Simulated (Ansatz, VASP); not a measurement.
**ZrB2: VASP beside Ansatz**

Wanted: the spread between two codes on one cell, functional and k mesh. The cell is taken from a series of runs on this material, whose earlier steps may have relaxed, scaled, displaced or heated it; both programs get it as it stands.

Method: plane waves, with VASP 6.6.1 beside it; zone-centre phonons at PBEsol, in Ansatz 0.2.0.

## Step 1: Set-up

Symmetry: P6/mmm, No. 191, hexagonal system. The conventional cell has a = 3.072 Å, b = 3.072 Å, c = 3.402 Å, α = 90.00°, β = 90.00°, γ = 120.00°. B has 3 B at 1.77 Å and 6 Zr at 2.46 Å nearest. Nearest to Zr lie 12 B at 2.46 Å. Farther neighbours are not listed.

## Step 2: VASP: zone-centre phonons, PBEsol

Second derivatives magnify differences that forces hide, and they need a tight electronic threshold.

Lines of VASP's logs that name or quote its potential files are left out, and so is its time.

The input, INCAR:

```
SYSTEM = ZrB2
PREC = Accurate
ENCUT = 500
EDIFF = 1E-08
NELM = 120
ISMEAR = 1
SIGMA = 0.2
LREAL = .FALSE.
ALGO = Normal
GGA = PS
NBANDS = 15
LASPH = .TRUE.
LORBIT = 11
LWAVE = .FALSE.
LCHARG = .FALSE.
ISIF = 2
IBRION = 8
GGA_COMPAT = .FALSE.
KPAR = 2
```

The input, POSCAR:

```
ZrB2
1.0
    3.0723429597      0.0000000000      0.0000000000
   -1.5361714798      2.6607270522      0.0000000000
    0.0000000000      0.0000000000      3.4022408041
B Zr
2 1
Direct
    0.3333333333      0.6666666667      0.5000000000
    0.6666666667      0.3333333333      0.5000000000
    0.0000000000      0.0000000000      0.0000000000
```

The input, KPOINTS:

```
Automatic mesh
0
Gamma
15 15 12
0 0 0
```

PAW data sets: B and Zr_sv (PBE family, release 64).

Launch:

```console
$ mpirun -np 2 vasp_std
```

Numbers of over 12 decimals in the logs are rounded to 6 here.

What it wrote:

```text
[banner, memory and clock lines left out]
running    2 mpi-ranks, on    1 nodes
 distrk:  each k-point on    1 cores,    2 groups
 distr:  one band on    1 cores,    1 groups

 POSCAR found type information on POSCAR B Zr
 POSCAR found :  2 types and       3 ions
|                                                                             |
|               ----> ADVICE to this user running VASP <----                  |
|                                                                             |
|     You enforced a specific xc type in the INCAR file but a different       |
|     [... a line on the potential file left out ...]
|     I HOPE YOU KNOW WHAT YOU ARE DOING!                                     |
|                                                                             |

 LDA part: xc-table for (Slater+PW92), standard interpolation
 POSCAR, INCAR and KPOINTS ok, starting setup
 FFT: planning ... GRIDC
 FFT: planning ... GRID_SOFT
 FFT: planning ... GRID
 WAVECAR not read
 entering main loop
       N       E                     dE             d eps       ncg     rms          rms(c)
DAV:   1     0.104137340433E+03    0.10414E+03   -0.96702E+03  5670   0.118E+03
DAV:   2    -0.246485371888E+02   -0.12879E+03   -0.12409E+03  7245   0.307E+02
DAV:   3    -0.288421654991E+02   -0.41936E+01   -0.41742E+01  8917   0.482E+01
DAV:   4    -0.289100441721E+02   -0.67879E-01   -0.67869E-01  6638   0.563E+00
DAV:   5    -0.289116804062E+02   -0.16362E-02   -0.16362E-02  8845   0.593E-01    0.276E+01
DAV:   6    -0.262832121619E+02    0.26285E+01   -0.57485E+00  7117   0.178E+01    0.117E+01
DAV:   7    -0.262238836755E+02    0.59328E-01   -0.76067E-01  8331   0.580E+00    0.394E+00
DAV:   8    -0.262264984092E+02   -0.26147E-02   -0.12459E-01  6861   0.313E+00    0.520E-01
DAV:   9    -0.262221937154E+02    0.43047E-02   -0.22850E-02  6943   0.126E+00    0.213E-01
DAV:  10    -0.262217948050E+02    0.39891E-03   -0.15051E-03  6666   0.381E-01    0.442E-02
DAV:  11    -0.262217918806E+02    0.29244E-05   -0.88036E-05  8107   0.860E-02    0.140E-02
DAV:  12    -0.262217902824E+02    0.15982E-05   -0.34659E-06  7051   0.147E-02    0.597E-03
DAV:  13    -0.262217900731E+02    0.20932E-06   -0.68132E-07  8871   0.634E-03    0.213E-03
DAV:  14    -0.262217900049E+02    0.68189E-07   -0.40068E-08  6129   0.207E-03    0.490E-04
DAV:  15    -0.262217899753E+02    0.29563E-07   -0.53315E-09  3437   0.658E-04    0.998E-05
DAV:  16    -0.262217899723E+02    0.30611E-08   -0.12318E-09  3143   0.287E-04
   1 F= -.26221790E+02 E0= -.26221946E+02  d E =0.469344E-03
 Linear response reoptimize wavefunctions to high precision
DAV:   1    -0.262217899725E+02   -0.28467E-09   -0.31594E-10  4032   0.118E-04
DAV:   2    -0.262217899726E+02   -0.40245E-10   -0.11057E-10  3073   0.574E-05
 Linear response DOF=           4
 Linear response progress:
  Degree of freedom:   1/  4
       N       E                     dE             d eps       ncg     rms          rms(c)
RMM:   1    -0.493807048589E-01   -0.49381E-01   -0.26122E-02 57727   0.111E+00
RMM:   2    -0.442076057755E-01    0.51731E-02   -0.21744E-03 47189   0.253E-01    0.159E-01
RMM:   3    -0.440778652740E-01    0.12974E-03   -0.73848E-04 44865   0.137E-01    0.786E-02
RMM:   4    -0.445756145124E-01   -0.49775E-03   -0.48233E-04 44021   0.109E-01    0.859E-03
RMM:   5    -0.445856623810E-01   -0.10048E-04   -0.56410E-05 53295   0.304E-02    0.245E-03
RMM:   6    -0.445871777659E-01   -0.15154E-05   -0.10514E-05 55984   0.108E-02    0.138E-03
RMM:   7    -0.445839496819E-01    0.32281E-05   -0.26100E-06 56261   0.487E-03    0.323E-04
RMM:   8    -0.445859574736E-01   -0.20078E-05   -0.10406E-06 58148   0.220E-03    0.181E-04
RMM:   9    -0.445854854852E-01    0.47199E-06   -0.14202E-07 58777   0.101E-03    0.315E-05
RMM:  10    -0.445855903413E-01   -0.10486E-06   -0.22951E-07 58851   0.481E-04    0.288E-05
RMM:  11    -0.445854676456E-01    0.12270E-06    0.34500E-09 58698   0.236E-04    0.103E-05
RMM:  12    -0.445854452480E-01    0.22398E-07   -0.42588E-08 59794   0.118E-04    0.542E-06
RMM:  13    -0.445854267122E-01    0.18536E-07    0.20720E-09 58561   0.595E-05    0.580E-06
RMM:  14    -0.445854253024E-01    0.14098E-08   -0.18306E-09 57571   0.310E-05    0.326E-06
 first order change of Fermi-energy   0.17503E-04
 force on displaced ion       1 direction 1 : -19.892  -0.001   0.000
 Linear response progress:
  Degree of freedom:   2/  4
       N       E                     dE             d eps       ncg     rms          rms(c)
RMM:   1    -0.486927317242E-01   -0.48693E-01   -0.14879E-03 20258   0.118E+00
RMM:   2    -0.459891670990E-01    0.27036E-02   -0.18476E-03 16249   0.254E-01    0.127E-01
RMM:   3    -0.458747447229E-01    0.11442E-03   -0.10068E-03 15736   0.157E-01    0.582E-02
RMM:   4    -0.462706021614E-01   -0.39586E-03   -0.37842E-04 16687   0.979E-02    0.127E-02
RMM:   5    -0.463502887850E-01   -0.79687E-04   -0.59391E-05 18356   0.369E-02    0.397E-03
RMM:   6    -0.463639359590E-01   -0.13647E-04   -0.12802E-05 19181   0.142E-02    0.881E-04
RMM:   7    -0.463571001396E-01    0.68358E-05   -0.78576E-06 19621   0.615E-03    0.264E-04
RMM:   8    -0.463582961483E-01   -0.11960E-05   -0.49311E-06 19433   0.293E-03    0.144E-04
RMM:   9    -0.463573373911E-01    0.95876E-06   -0.37987E-06 19339   0.150E-03    0.108E-04
RMM:  10    -0.463578411874E-01   -0.50380E-06   -0.26609E-06 19768   0.800E-04    0.109E-05
RMM:  11    -0.463578598272E-01   -0.18640E-07   -0.17088E-06 20953   0.386E-04    0.135E-05
RMM:  12    -0.463578555522E-01    0.42750E-08   -0.10615E-06 20652   0.186E-04    0.940E-06
RMM:  13    -0.463578328184E-01    0.22734E-07   -0.69101E-07 20447   0.966E-05    0.545E-06
RMM:  14    -0.463578521102E-01   -0.19292E-07   -0.43233E-07 20638   0.497E-05    0.347E-06
RMM:  15    -0.463578551398E-01   -0.30297E-08   -0.27165E-07 20230   0.265E-05    0.220E-06
RMM:  16    -0.463578542830E-01    0.85688E-09   -0.17266E-07 20042   0.143E-05    0.122E-06
RMM:  17    -0.463578550101E-01   -0.72716E-09   -0.10815E-07 18891   0.866E-06    0.573E-07
RMM:  18    -0.463578559708E-01   -0.96065E-09   -0.67811E-08 16827   0.507E-06    0.325E-07
 first order change of Fermi-energy  -0.83624E-04
 force on displaced ion       1 direction 3 :  -0.000   0.000 -12.822
 Linear response progress:
  Degree of freedom:   3/  4
       N       E                     dE             d eps       ncg     rms          rms(c)
RMM:   1    -0.675892246929E+00   -0.67589E+00    0.30524E+00 15680   0.150E+01
RMM:   2    -0.618830321519E+00    0.57062E-01   -0.18216E-01 21339   0.279E+00    0.189E-01
RMM:   3    -0.620412687876E+00   -0.15824E-02   -0.31504E-02 25544   0.836E-01    0.619E-02
RMM:   4    -0.622031555675E+00   -0.16189E-02   -0.58187E-03 31448   0.299E-01    0.293E-02
RMM:   5    -0.622459697681E+00   -0.42814E-03   -0.87363E-04 31485   0.112E-01    0.170E-02
RMM:   6    -0.622433050386E+00    0.26647E-04   -0.14419E-04 31650   0.507E-02    0.330E-03
RMM:   7    -0.622412607043E+00    0.20443E-04   -0.40062E-05 32678   0.234E-02    0.286E-03
RMM:   8    -0.622407102670E+00    0.55044E-05    0.56145E-07 33094   0.128E-02    0.928E-04
RMM:   9    -0.622412267311E+00   -0.51646E-05   -0.54616E-06 33252   0.752E-03    0.232E-04
RMM:  10    -0.622413528751E+00   -0.12614E-05   -0.52890E-06 34023   0.481E-03    0.846E-05
RMM:  11    -0.622413920046E+00   -0.39129E-06   -0.32001E-06 35037   0.338E-03    0.138E-04
RMM:  12    -0.622410894659E+00    0.30254E-05   -0.27137E-06 32939   0.258E-03    0.177E-04
RMM:  13    -0.622411707401E+00   -0.81274E-06   -0.19337E-06 32888   0.198E-03    0.171E-04
RMM:  14    -0.622413715192E+00   -0.20078E-05   -0.16045E-06 32110   0.159E-03    0.145E-04
RMM:  15    -0.622417955230E+00   -0.42400E-05   -0.12559E-06 29584   0.141E-03    0.962E-05
RMM:  16    -0.622420190367E+00   -0.22351E-05   -0.98653E-07 31881   0.113E-03    0.778E-05
RMM:  17    -0.622419787660E+00    0.40271E-06   -0.76230E-07 30293   0.923E-04    0.540E-05
RMM:  18    -0.622420423221E+00   -0.63556E-06   -0.62958E-07 31871   0.762E-04    0.496E-05
RMM:  19    -0.622420589153E+00   -0.16593E-06   -0.53546E-07 34579   0.639E-04    0.574E-05
RMM:  20    -0.622420781217E+00   -0.19206E-06   -0.41793E-07 31935   0.551E-04    0.686E-05
RMM:  21    -0.622420239805E+00    0.54141E-06   -0.35192E-07 28223   0.489E-04    0.928E-05
RMM:  22    -0.622420633129E+00   -0.39332E-06   -0.29416E-07 28212   0.422E-04    0.912E-05
RMM:  23    -0.622420672896E+00   -0.39766E-07   -0.24843E-07 33035   0.360E-04    0.974E-05
RMM:  24    -0.622420938730E+00   -0.26583E-06   -0.20782E-07 29567   0.324E-04    0.981E-05
 first order change of Fermi-energy   0.11220E-03
 force on displaced ion       3 direction 1 : -17.120  -0.000   0.000
 Linear response progress:
  Degree of freedom:   4/  4
       N       E                     dE             d eps       ncg     rms          rms(c)
RMM:   1    -0.756059889566E+00   -0.75606E+00    0.27431E+00  6693   0.148E+01
RMM:   2    -0.696560973348E+00    0.59499E-01   -0.15794E-01  8846   0.265E+00    0.215E-01
RMM:   3    -0.700188907251E+00   -0.36279E-02   -0.34133E-02 10281   0.772E-01    0.696E-02
RMM:   4    -0.702512283808E+00   -0.23234E-02   -0.68405E-03 11942   0.287E-01    0.347E-02
RMM:   5    -0.702723160202E+00   -0.21088E-03   -0.10168E-03 12578   0.102E-01    0.233E-02
RMM:   6    -0.702554020911E+00    0.16914E-03   -0.91098E-05 12732   0.479E-02    0.280E-03
RMM:   7    -0.702627343487E+00   -0.73323E-04   -0.11608E-04 13081   0.209E-02    0.315E-03
RMM:   8    -0.702609167418E+00    0.18176E-04   -0.24535E-05 13062   0.109E-02    0.913E-04
RMM:   9    -0.702613346314E+00   -0.41789E-05   -0.28636E-05 13888   0.627E-03    0.579E-04
RMM:  10    -0.702611419466E+00    0.19268E-05   -0.20212E-05 13593   0.418E-03    0.149E-04
RMM:  11    -0.702612527385E+00   -0.11079E-05   -0.20189E-05 13894   0.284E-03    0.317E-05
RMM:  12    -0.702612634903E+00   -0.10752E-06   -0.14806E-05 14063   0.208E-03    0.103E-04
RMM:  13    -0.702611254954E+00    0.13799E-05   -0.12743E-05 13064   0.158E-03    0.145E-04
RMM:  14    -0.702613471162E+00   -0.22162E-05   -0.10515E-05 12551   0.131E-03    0.403E-05
[...]
RMM:  24    -0.702616082939E+00   -0.49819E-08   -0.16828E-06 10042   0.167E-04    0.124E-05
RMM:  25    -0.702616054297E+00    0.28643E-07   -0.12128E-06  9353   0.141E-04    0.144E-05
RMM:  26    -0.702616044694E+00    0.96027E-08   -0.11422E-06  8407   0.120E-04    0.165E-05
RMM:  27    -0.702616042328E+00    0.23660E-08   -0.85154E-07  9745   0.102E-04    0.177E-05
RMM:  28    -0.702616036138E+00    0.61902E-08   -0.78836E-07  7414   0.869E-05    0.191E-05
RMM:  29    -0.702616026107E+00    0.10031E-07   -0.59864E-07  7093   0.744E-05    0.202E-05
RMM:  30    -0.702616027396E+00   -0.12892E-08   -0.54528E-07  7225   0.639E-05    0.212E-05
RMM:  31    -0.702616023816E+00    0.35797E-08   -0.41939E-07  7661   0.551E-05    0.220E-05
 first order change of Fermi-energy   0.10309E-03
 force on displaced ion       3 direction 3 :   0.000  -0.000 -20.040
 Linear response finished
```

OUTCAR, selected parts (step 2):

```text
ion  position               nearest neighbor table
   1  0.333  0.667  0.500-   2 1.77   2 1.77   2 1.77   3 2.46   3 2.46   3 2.46   3 2.46   3 2.46
                             3 2.46
   2  0.667  0.333  0.500-   1 1.77   1 1.77   1 1.77   3 2.46   3 2.46   3 2.46   3 2.46   3 2.46
                             3 2.46
   3  0.000  0.000  0.000-   1 2.46   2 2.46   1 2.46   2 2.46   1 2.46   1 2.46   2 2.46   2 2.46
                             2 2.46   2 2.46   1 2.46   1 2.46

  LATTYP: Found a hexagonal cell.
 ALAT       =     3.0723429597
 C/A-ratio  =     1.1073766336

 Subroutine GETGRP returns: Found 24 space group operations
 (whereof 24 operations were pure point group operations)

The static configuration has the point symmetry D_6h.

 Found    189 irreducible k-points:

   k-points           NKPTS =    189   k-points in BZ     NKDIM =    189   number of bands    NBANDS=     15

   dimension x,y,z NGX =    24 NGY =   24 NGZ =   28
   dimension x,y,z NGXF=    48 NGYF=   48 NGZF=   56

   ENCUT  =  500.0 eV  36.75 Ry    6.06 a.u.   5.60  5.60  6.20*2*pi/ulx,y,z

   NELECT =      18.0000    total number of electrons

 k-points in reciprocal lattice and weights: Automatic mesh
   0.00000000  0.00000000  0.00000000       0.000
   0.06666667  0.00000000  0.00000000       0.002
   0.13333333  0.00000000  0.00000000       0.002
   0.20000000 -0.00000000  0.00000000       0.002
   0.26666667  0.00000000  0.00000000       0.002
   0.33333333  0.00000000  0.00000000       0.002
   0.40000000 -0.00000000  0.00000000       0.002
   0.46666667 -0.00000000  0.00000000       0.002
   0.06666667  0.06666667  0.00000000       0.002
[...]
0.33333333  0.26666667  0.50000000       0.004
   0.33333333  0.33333333  0.50000000       0.001

 average (electrostatic) potential at core
       1 -20.7580       2 -20.7580       3 -70.9615

  Total        4.3350884      4.3350884      4.3294555      0.0000000     -0.0000000      0.0000000
  in kB      249.7315837    249.7315837    249.4070901      0.0000000     -0.0000000      0.0000000
  external PRESSURE =     249.6234192 kB  Pullay stress =       0.0000000 kB

  energy-cutoff  :      500.00
  volume of cell :       27.81
      direct lattice vectors                 reciprocal lattice vectors
     3.072342960  0.000000000  0.000000000     0.325484496  0.187918561  0.000000000
    -1.536171480  2.660727052  0.000000000     0.000000000  0.375837123  0.000000000
     0.000000000  0.000000000  3.402240804     0.000000000  0.000000000  0.293923934

 POSITION                                       TOTAL-FORCE (eV/Angst)
 -----------------------------------------------------------------------------------
     -0.00000      1.77382      1.70112        -0.000000      0.000000      0.000000
      1.53617      0.88691      1.70112         0.000000     -0.000000      0.000000
      0.00000      0.00000      0.00000         0.000000      0.000000      0.000000
 -----------------------------------------------------------------------------------
    total drift:                               -0.000000      0.000000      0.000000

 Eigenvectors and eigenvalues of the dynamical matrix
 ----------------------------------------------------

   1 f  =   26.575256 THz   166.977256 2PiTHz  886.455114 cm-1   109.906377 meV
             X         Y         Z           dx          dy          dz
     -0.000000  1.773818  1.701120    -0.634390   -0.312329   -0.000000
      1.536171  0.886909  1.701120     0.634390    0.312329    0.000000
      0.000000  0.000000  0.000000    -0.000000    0.000000    0.000000

   2 f  =   26.575256 THz   166.977256 2PiTHz  886.455114 cm-1   109.906377 meV
             X         Y         Z           dx          dy          dz
     -0.000000  1.773818  1.701120     0.312329   -0.634390   -0.000000
      1.536171  0.886909  1.701120    -0.312329    0.634390    0.000000
      0.000000  0.000000  0.000000    -0.000000    0.000000    0.000000

   3 f  =   18.795923 THz   118.098266 2PiTHz  626.964497 cm-1    77.733656 meV
             X         Y         Z           dx          dy          dz
     -0.000000  1.773818  1.701120    -0.000000    0.000000   -0.707107
      1.536171  0.886909  1.701120    -0.000000   -0.000000    0.707107
      0.000000  0.000000  0.000000     0.000000    0.000000    0.000000

   4 f  =   16.737469 THz   105.164617 2PiTHz  558.301858 cm-1    69.220577 meV
             X         Y         Z           dx          dy          dz
     -0.000000  1.773818  1.701120    -0.000000   -0.000000   -0.635747
      1.536171  0.886909  1.701120    -0.000000   -0.000000   -0.635747
      0.000000  0.000000  0.000000     0.000000    0.000000    0.437781

   5 f  =   15.460427 THz    97.140730 2PiTHz  515.704345 cm-1    63.939161 meV
             X         Y         Z           dx          dy          dz
     -0.000000  1.773818  1.701120    -0.570281   -0.280778    0.000000
      1.536171  0.886909  1.701120    -0.570281   -0.280778   -0.000000
      0.000000  0.000000  0.000000     0.392999    0.193493   -0.000000

   6 f  =   15.460427 THz    97.140730 2PiTHz  515.704345 cm-1    63.939161 meV
             X         Y         Z           dx          dy          dz
     -0.000000  1.773818  1.701120    -0.280778    0.570281   -0.000000
      1.536171  0.886909  1.701120    -0.280778    0.570281    0.000000
      0.000000  0.000000  0.000000     0.193493   -0.392999    0.000000

   7 f/i=    0.000982 THz     0.006170 2PiTHz    0.032756 cm-1     0.004061 meV
             X         Y         Z           dx          dy          dz
     -0.000000  1.773818  1.701120     0.000000   -0.000000    0.309558
      1.536171  0.886909  1.701120     0.000000   -0.000000    0.309558
      0.000000  0.000000  0.000000     0.000000   -0.000000    0.899082

   8 f/i=    0.005520 THz     0.034685 2PiTHz    0.184134 cm-1     0.022830 meV
             X         Y         Z           dx          dy          dz
     -0.000000  1.773818  1.701120    -0.085403    0.297742    0.000000
      1.536171  0.886909  1.701120    -0.085403    0.297742    0.000000
      0.000000  0.000000  0.000000    -0.247857    0.864106    0.000000

   9 f/i=    0.005520 THz     0.034685 2PiTHz    0.184134 cm-1     0.022830 meV
             X         Y         Z           dx          dy          dz
     -0.000000  1.773818  1.701120     0.297742    0.085403    0.000000
      1.536171  0.886909  1.701120     0.297742    0.085403    0.000000
      0.000000  0.000000  0.000000     0.864106    0.247857    0.000000

 ELASTIC MODULI CONTR FROM IONIC RELAXATION (kBar)
 Direction    XX          YY          ZZ          XY          YZ          ZX
 --------------------------------------------------------------------------------
 XX          -0.8578      0.8578      0.0000     -0.0000      0.0000     -0.0000
 YY           0.8578     -0.8578      0.0000     -0.0000      0.0000      0.0000
 ZZ           0.0000      0.0000      0.0000      0.0000      0.0000      0.0000
 XY          -0.0000     -0.0000      0.0000     -0.8578      0.0000      0.0000
 YZ           0.0000      0.0000      0.0000      0.0000      0.0000      0.0000
 ZX          -0.0000      0.0000      0.0000      0.0000      0.0000     -0.0000
 --------------------------------------------------------------------------------
```

(Continued in part 2 of 2.)

[Lines on the potential files, build, host, timing and source positions are cut from VASP's logs without a mark.]

[Logs are printed without paths, hosts, clocks, repeated set-up lines and the standing remarks that a program may print on its own settings, such as how far it seeks lower states.]

[Hosts, paths, dates, database ids (printed as entryN), source tags and the programs' standing remarks are cut or masked in the printed files.]
